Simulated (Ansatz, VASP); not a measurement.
## Be2ZnO3 in VASP and in Ansatz

The input INCAR:

```
SYSTEM = Be2ZnO3
PREC = Accurate ; ENCUT = 600
EDIFF = 1E-6 ; ISMEAR = 0
SIGMA = 0.02 ; LREAL = .FALSE.
LASPH = .TRUE. ; NELM = 100
ALGO = Normal ; ISIF = 3
LWAVE = .FALSE. ; LCHARG = .FALSE.
GGA = PE ; IBRION = 2
NSW = 100 ; EDIFFG = -0.01
```

The input KPOINTS:

```
Automatic mesh
0
G
  6 6 6
  0 0 0
```

The input POSCAR:

```
Be2ZnO3
1.0
    4.9626678352      0.0000000000      0.0000000000
   -2.4813339176      4.2977964158      0.0000000000
    0.0000000000      0.0000000000      4.1054030549
Be Zn O
2 1 3
Direct
    0.3333333333      0.6666666667      0.5000000000
    0.6666666667      0.3333333333      0.5000000000
    0.0000000000      0.0000000000      0.5000000000
    0.6188362477      0.0000000000      0.5000000000
    0.0000000000      0.6188362477      0.5000000000
    0.3811637523      0.3811637523      0.5000000000
```

Input for Ansatz:

```yaml
crystal:
  lattice:
    - [4.9626678352, 0.0, 0.0]
    - [-2.4813339176, 4.2977964158, 0.0]
    - [0.0, 0.0, 4.1054030549]
  atoms:
    - { symbol: Be, position: [0.3333333333, 0.6666666667, 0.5] }
    - { symbol: Be, position: [0.6666666667, 0.3333333333, 0.5] }
    - { symbol: Zn, position: [0.0, 0.0, 0.5] }
    - { symbol: O, position: [0.6188362477, 0.0, 0.5] }
    - { symbol: O, position: [0.0, 0.6188362477, 0.5] }
    - { symbol: O, position: [0.3811637523, 0.3811637523, 0.5] }
basis:
  ecutwfc: 420
kpoints:
  mp_grid: { grid: [6, 6, 6] }
hamiltonian:
  xc: pbe
scf:
  occupations: { method: gaussian, width: 0.02 }
output:
  forces: true
  stress: true
  eigenvalues: true
  write_density: true
  write_potential: true
  elf: true
  volumetric_format: npy
relax:
  adjacent_minimum: "off"
  f_tol: 0.01
  max_steps: 80
  cell: { stress_tol: 0.05 }
```

Alike in both runs: task relaxation of cell and atoms; functional PBE; k mesh 6 × 6 × 6; occupations gaussian, width 0.02 eV; no spin polarisation.

```csv
,VASP,Ansatz
version,VASP 6.6.1,Ansatz 0.2.0
potentials or method,"VASP PAW PBE potentials, release 64 (Be, Zn, O)","scalar-relativistic, plane waves, PAW"
plane-wave cutoff (eV),600,420
valence electrons in the cell,34,34
```

|  | VASP | Ansatz | Ansatz less VASP |
| --- | --- | --- | --- |
| gap on the k mesh at the Fermi level, each at its own relaxed structure (eV) | 3.52 | 3.66 | +0.144 |
| relaxed volume (Å³/atom) | 14.62 | 16.26 | +1.645 |
| relaxed cell length with the largest relative difference (Å) | 4.107 | 4.574 | +0.4667 |
| energy change over the relaxation (meV/atom) | 0 | -2 | -1.5 |

One of these differences is far larger than is usual between the two programs; its cause wasn't traced.

A k mesh can miss the band edges.
